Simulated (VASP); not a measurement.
SnGe15:

```
CELL_PARAMETERS angstrom
0.00000 5.70837 -5.70837
5.70837 5.70837 0.00000
5.70837 0.00000 -5.70837
ATOMIC_POSITIONS crystal
Sn 0.50000 0.00000 0.50000
Ge 0.50000 0.50000 0.50000
Ge 0.00000 0.00000 0.50000
Ge 0.00000 0.50000 0.50000
Ge 0.50000 0.00000 0.00000
Ge 0.50000 0.50000 0.00000
Ge 0.00000 0.00000 0.00000
Ge 0.00000 0.50000 0.00000
Ge 0.37500 0.37500 0.37500
Ge 0.37500 0.87500 0.37500
Ge 0.87500 0.37500 0.37500
Ge 0.87500 0.87500 0.37500
Ge 0.37500 0.37500 0.87500
Ge 0.37500 0.87500 0.87500
Ge 0.87500 0.37500 0.87500
Ge 0.87500 0.87500 0.87500
```

The cell was built by a generator and needn't be a form met in nature.

```yaml
Program: VASP 6.6.1
Task: relaxation of cell and atoms
Functional: PBE
Potentials_or_basis: VASP PAW PBE potentials, release 64 (Sn_d, Ge_d)
Cutoff: 600 eV
k_mesh: 6 × 6 × 6
Occupations: gaussian, width 0.03 eV
Spin: no spin polarisation
```

At the start: pressure 4.2 GPa; volume 23.25 Å³/atom.

Task: How do energy, volume and symmetry change on relaxing?

Result: Over 13 steps the energy falls by 32.4 meV/atom and the volume is 24.67 Å³/atom (+6.1 %); space group F-43m (No. 216, to 0.05 Å).

Step by step:
```tsv
step	energy change (eV)	largest force (eV/Å)	pressure (GPa)	volume (Å³)
1	0.0000	1.5111	4.16	372.02
2	-0.4657	0.1556	-1.44	405.45
3	-0.4914	0.3714	-0.48	398.61
4	-0.5162	0.1178	-0.10	395.40
5	-0.5184	0.0195	0.05	394.14
6	-0.5184	0.0197	0.07	394.05
7	-0.5186	0.0074	0.09	394.55
8	-0.5177	0.0482	-0.12	395.79
9	-0.5186	0.0157	-0.09	394.88
10	-0.5186	0.0094	-0.07	394.70
11	-0.5186	0.0094	0.10	394.63
12	-0.5186	0.0106	-0.06	394.67
13	-0.5186	0.0081	0.04	394.65
```

Final structure:
```
Sn Ge
1.0
     0.00000    5.82187   -5.82187
     5.82187    5.82187    0.00000
     5.82187    0.00000   -5.82187
Sn Ge
1 15
Cartesian
  2.9109 2.9109 -5.8219
  5.8219 5.8219 -5.8168
  8.7278 5.8219 -2.9109
  5.8219 2.9160 -2.9109
  5.8219 8.7278 -2.9109
  2.9160 5.8219 -2.9109
  5.8219 5.8219 -0.0050
  2.9109 2.9109 0.0000
  4.4175 4.4175 -4.3153
  7.2262 7.2262 -4.3153
  4.3646 7.2792 -7.2755
  7.2262 10.2394 -7.3284
  7.2792 4.3646 -7.2755
  10.2394 7.2262 -7.3284
  7.2792 7.2792 -10.1901
  10.1864 10.1864 -10.1901
```
